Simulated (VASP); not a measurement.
The system is Ag.

```xyz
1
Lattice="0.0000 2.0675 2.0675 2.0675 0.0000 2.0675 2.0675 2.0675 0.0000" Properties=species:S:1:pos:R:3 pbc="T T T"
Ag    0.0000    0.0000    0.0000
```

| Quantity | Value |
| --- | --- |
| Program | VASP 6.6.1 |
| Task | relaxation of cell and atoms |
| Functional | r2SCAN |
| Dispersion | rVV10 |
| Potentials or basis | VASP PAW PBE potentials, release 64 (Ag) |
| Cutoff | 600 eV |
| k mesh | 18 × 18 × 18 |
| Occupations | gaussian, width 0.1 eV |
| Spin | no spin polarisation |

At the start: pressure -3.9 GPa; volume 17.68 Å³/atom.

Question: Where does the relaxation end?

Answer: Over 3 steps the energy falls by 8.5 meV/atom and the volume is 17.01 Å³/atom (-3.8 %); space group Fm-3m (No. 225, to 0.05 Å).

The path:
| step | energy change (eV) | largest force (eV/Å) | pressure (GPa) | volume (Å³) |
| --- | --- | --- | --- | --- |
| 1 | 0.0000 | 0.0000 | -3.90 | 17.68 |
| 2 | -0.0047 | 0.0000 | 3.01 | 16.60 |
| 3 | -0.0085 | 0.0000 | 0.01 | 17.01 |

Final structure:
```
Ag
1.0
     0.00000    2.04122    2.04122
     2.04122    0.00000    2.04122
     2.04122    2.04122    0.00000
Ag
1
Cartesian
  0.0000 0.0000 0.0000
```

Caveat: the PAW data sets were made with another functional, which shifts forces and pressure a little.
